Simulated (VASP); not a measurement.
CsO2, 3 atoms in the cell. The structure is tetragonal, space group I4/mmm (No. 139). The conventional cell has a = 4.325 Å, b = 4.325 Å, c = 7.135 Å, α = 90.00°, β = 90.00°, γ = 90.00°. Around Cs (site symmetry 4/mmm) lie 10 O at 2.90 to 3.13 Å. O (site symmetry 4mm) has 1 O at 1.33 Å as nearest neighbours.  The cell isn't the ideal one: relaxed again under DFT PBEsol, scalar-relativistic, plane waves, PAW.

- Program: VASP 6.6.1
- Task: single point
- Functional: PBEsol
- Potentials or basis: VASP PAW PBE potentials, release 64 (Cs_sv, O)
- Cutoff: 520 eV
- k mesh: 14 × 14 × 14
- Occupations: gaussian, width 0.1 eV
- Spin: no spin polarisation
- Dipole correction: no
- Further INCAR settings: ALGO = Fast; EDIFF = 1e-06; NBANDS = 18

Potentials or basis: VASP PAW PBE potentials, release 64 (Cs_sv, O).

The run is started by

```bash
$ cat potpaw_PBE.64/Cs_sv/POTCAR potpaw_PBE.64/O/POTCAR > POTCAR
$ mpirun -np 1 vasp_std > vasp.out
```

Hardware: 1 thread of Intel(R) Xeon(R) 6975P-C (Granite Rapids), on a shared host.

Question: Estimate the wall time of this run.

Answer: Run time: 2.1 min on 1 thread of Intel(R) Xeon(R) 6975P-C (Granite Rapids) (shared host), peak memory 0.39 GiB. Counts: scf iterations 14, k points 244.
